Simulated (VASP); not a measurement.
Write the native input for VASP 6.6.1 that does the following.

```yaml
Task: relaxation of cell and atoms
Functional: PBE
Potentials_or_basis: VASP PAW PBE potentials, release 64 (V_sv, Mo_sv, S)
Cutoff: 520 eV
k_mesh: 3 × 3 × 3
Occupations: gaussian, width 0.15 eV
Spin: collinear spin, ferromagnetic start
Starting_moments: "[2.0, 1.0, 0.0, 0.0, 0.0] μB"
Further_INCAR_settings: PREC = Normal; ALGO = Fast; EDIFF = 0.0001; IBRION = 2; EDIFFG = -0.08; NSW = 24; ISIF = 3
```

The structure of VMoS3 lies in POSCAR:

```
VMoS3
1.0
    4.2711751800      0.0000000000      0.0000000000
    0.0000000000      4.2711751800      0.0000000000
    0.0000000000      0.0000000000      5.5559300900
V Mo S
1 1 3
Direct
    0.5000000000      0.5000000000      0.0487070000
    0.0000000000      0.0000000000      0.4761650000
    0.0000000000      0.0000000000      0.8563045000
    0.5000000000      0.0000000000      0.3304130100
    0.0000000000      0.5000000000      0.3304130100
```

The cell was built by a generator and needn't be a form met in nature.

The input as run:

INCAR

```
SYSTEM = VMoS3
PREC = Normal
ENCUT = 520
EDIFF = 1E-4
ISMEAR = 0
SIGMA = 0.15
LREAL = .FALSE.
LASPH = .TRUE.
NELM = 60
ALGO = Fast
ISIF = 3
LWAVE = .FALSE.
LCHARG = .FALSE.
ISPIN = 2
MAGMOM = 2 1 0 0 0
LORBIT = 11
LMAXMIX = 4
GGA = PE
IBRION = 2
NSW = 24
EDIFFG = -0.08
```

KPOINTS

```
Automatic mesh
0
G
  3 3 3
  0 0 0
```

Potentials or basis: VASP PAW PBE potentials, release 64 (V_sv, Mo_sv, S).

The run is started by

```bash
$ cat potpaw_PBE.64/V_sv/POTCAR potpaw_PBE.64/Mo_sv/POTCAR potpaw_PBE.64/S/POTCAR > POTCAR
$ mpirun -np 1 vasp_std > vasp.out
```

Results of the run:

```
Relaxed volume                                        : 23.20 Å³/atom
Relaxed cell                                          : a = 4.529 Å, b = 4.529 Å, c = 5.653 Å, α = 90.00°, β = 90.00°, γ = 90.00°
Space group after relaxing (to 0.05 Å)                : P4mm (No. 99)
Energy gained by relaxing                             : 195.7 meV/atom
Ionic steps                                           : 16
Pressure after relaxing                               : -0.4 GPa
Largest force after relaxing                          : 0.064 eV/Å
Band gap on the k mesh                                : none (metal or under the smearing width)
Net moment                                            : 4.48 μB per cell
Site moments                                          : V +2.60; Mo +1.33; S -0.03, -0.07 μB
Valence electrons inside the program's atomic spheres : V 11.36; Mo 12.44; S 3.68, 3.75
```

Caveat: the k mesh is coarse (spacing up to 0.49 Å⁻¹), so the values aren't converged; the relaxation stopped at a loose force limit of 0.08 eV/Å, so its end isn't a converged minimum.

Wall time 110 s on 1 thread of Intel(R) Xeon(R) 6975P-C (Granite Rapids), with other jobs on the host, peak memory 0.18 GiB.
